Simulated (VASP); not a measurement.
NaH (relaxed from the rock salt structure, space group Fm-3m): computed properties

All values below come from PBEsol GGA, VASP's PBE PAW potentials (set 64) (plane waves; VASP).

```json
{
 "space_group": "Fm-3m (225)",
 "cell": "a = b = c = 4.7551 Å, α = β = γ = 90.00°",
 "volume_per_atom": "13.44 Å^3/atom",
 "band gap (over mesh and band path)": "3.64 eV",
 "smallest direct gap (over mesh and band path)": "4.56 eV",
 "band_edge_character": "indirect, W to L",
 "density": "1.48 g/cm³"
}
```

```cif
data_H4Na4
_chemical_formula_sum 'Na4 H4'
_space_group_name_H-M_alt 'Fm-3m'
_space_group_IT_number 225
_space_group_name_Hall '-F 4 2 3'
_cell_length_a 4.75514
_cell_length_b 4.75514
_cell_length_c 4.75514
_cell_angle_alpha 90.000
_cell_angle_beta 90.000
_cell_angle_gamma 90.000
loop_
_atom_site_label
_atom_site_type_symbol
_atom_site_symmetry_multiplicity
_atom_site_Wyckoff_symbol
_atom_site_fract_x
_atom_site_fract_y
_atom_site_fract_z
_atom_site_occupancy
Na1 Na 4 a 0.00000 0.00000 0.00000 1
H1 H 4 b 0.50000 0.50000 0.50000 1
```
(The calculation used a cell of 2 atoms; values per cell refer to that cell.)

The structure was generated: NaH was put into the rock salt type (Fm-3m), which need not be its known phase. It was relaxed first, which changed the volume by +40 %. Symmetry was kept, so distortions that lower it aren't found.
